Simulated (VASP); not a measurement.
Input:

```
Ni
1.0
    2.46192     0.00000     0.00000
   -1.23096     2.13209     0.00000
    0.00000     0.00000    24.88748
Ni
5
Direct
  0.66667   0.33333   0.33971
  0.33333   0.66667   0.41918
  0.00000   0.00000   0.50000
  0.66667   0.33333   0.58082
  0.33333   0.66667   0.66029
```
Starting moments (μB, in the order of the record's atoms Ni Ni Ni Ni Ni): 0.8 0.8 0.8 0.8 0.8.

Calculation: r2SCAN meta-GGA, VASP's PBE PAW potentials (set 64) (plane waves; VASP). Numerical set-up: PREC = Normal, 400 eV cut-off, 13×13×1 Γ-centred mesh, first-order Methfessel-Paxton smearing of 0.10 eV, potentials Ni.

Task: Predict the cell moment, energy per atom (σ→0), band gap (on the k-mesh) with the smallest direct gap where there is one.

Result: 
* **band gap (on the k-mesh)**: none (metal, semimetal or under 0.01 eV)
* **cell moment**: 3.88 μB
* **energy per atom (σ→0)**: -11.666 eV/atom

Task: Give the moment on each site (PAW-sphere projection).

Result: 
| site | moment (μB) |
|---|---|
| Ni1 | 0.81 |
| Ni2 | 0.80 |
| Ni3 | 0.71 |
| Ni4 | 0.80 |
| Ni5 | 0.81 |

Only differences to runs with the same potentials and settings are physical.

The cell is a thin slab with vacuum, built from Ni (fcc): (111) face.
